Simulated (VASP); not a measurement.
VASP runs on Cu (a trial cell in the simple-cubic structure, space group Pm-3m) share one base input (PBE GGA, plane waves, VASP's PBE PAW potentials (set 64)) and change the settings named in each case.

File KPOINTS:
```
Regular mesh
0
G
14 14 14
```

### POSCAR
```
Cu
1
    2.3617100000     0.0000000000     0.0000000000
    0.0000000000     2.3617100000     0.0000000000
    0.0000000000     0.0000000000     2.3617100000
Cu
1
Direct
  0.0000000000   0.0000000000   0.0000000000
```

INCAR:
```
# general
SYSTEM  = Cu
PREC    = Accurate
ENCUT   = 400
LREAL   = .FALSE.
LASPH   = .TRUE.

# electronic loop
EDIFF   = 1E-6
NELM    = 100
ALGO    = Normal
LMAXMIX = 4

# smearing
ISMEAR  = 1
SIGMA   = 0.1

# functional
GGA     = PE

# ions
ISIF    = 2

# output
LWAVE   = .FALSE.
LCHARG  = .FALSE.
```

POTCAR, in this order: Cu (PBE.64 set). Program: vasp_std.

| change | E(σ→0) (eV/atom) | pressure (GPa) | electronic steps |
|---|---|---|---|
| base run | -3.2496 | 6.49 | 11 |
| EDIFF = 1E-2 | -3.2527 | -42.28 | 8 |
| EDIFF = 1E-3 | -3.2496 | 5.69 | 10 |
| EDIFF = 1E-4 | -3.2496 | 5.69 | 10 |
| EDIFF = 1E-5 | -3.2496 | 6.51 | 11 |
| EDIFF = 1E-8 | -3.2496 | 6.28 | 14 |

Left out are runs that ran out of time, are held back, or changed the cell or the kind of run, fixed moments of cells without a moment, rows past the twelfth, gaps on odd meshes, pressures of charged cells and columns that move by less than the noise.

The structure was generated: Cu was put into the simple-cubic type (Pm-3m), which need not be its known phase. The cell was not relaxed at this level.
